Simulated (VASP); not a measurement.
A cell of TiTe (relaxed from the rocksalt structure, space group Fm-3m) near equilibrium:

```
CELL_PARAMETERS angstrom
      0.00000     2.81922     2.81922
      2.81922     0.00000     2.81922
      2.81922     2.81922     0.00000
ATOMIC_POSITIONS crystal
  Te 0.00000 0.00000 0.00000
  Ti 0.50000 0.50000 0.50000
```

All values below come from r2SCAN meta-GGA, VASP's PBE PAW potentials (set 64) (plane waves; VASP).

```csv
run,ΔE (meV/atom),σxx,σyy,σzz,"largest shear component, with its sign (GPa)",largest force (eV/Å)
as it is,0.0,0.17,0.17,0.17,0.00,0.000
after one change,15.4,1.01,5.44,5.44,0.00,0.000
```
Stress is in GPa, positive when the cell is compressed.

Task: What was changed between the two runs?
A) biaxial strain of -2.0 % in the yz plane
B) isotropic strain of +4.0 %
C) biaxial strain of +0.5 % in the xy plane
D) uniaxial strain of +3.0 % along y

Result: A, biaxial strain of -2.0 % in the yz plane

The structure was generated: TiTe was put into the rocksalt type (Fm-3m), which need not be its known phase. VASP warned that the highest band is occupied, so more bands are needed.
